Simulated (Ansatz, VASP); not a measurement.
Nb2B: VASP beside Ansatz

```xyz
3
Lattice="4.4076 0.0000 0.0000 -2.2038 3.8171 0.0000 0.0000 0.0000 2.6686" Properties=species:S:1:pos:R:3 pbc="T T T"
Nb    0.0000    2.5447    1.3343
Nb    2.2038    1.2724    1.3343
B     0.0000    0.0000    0.0000
```

Alike in both runs: functional PBE; k mesh 12 × 12 × 18; occupations gaussian, width 0.1 eV; no spin polarisation.

Ansatz relaxed the structure, and its values are those at the end. VASP's run is a single point on that final structure, the one shown.

|  | VASP | Ansatz |
| --- | --- | --- |
| version | VASP 6.6.1 | Ansatz 0.2.0 |
| potentials or method | VASP PAW PBE potentials, release 64 (Nb_sv, B) | scalar-relativistic, plane waves, PAW |
| plane-wave cutoff (eV) | 520 | 420 |
| valence electrons in the cell | 29 | 29 |

|  | VASP | Ansatz | Ansatz less VASP |
| --- | --- | --- | --- |
| gap on the k mesh at the Fermi level (eV) | none | none | - |
| pressure (GPa) | -0.2 | 0.0 | +0.18 |

A gap of «none» marks a metal or a gap that the smearing closes.
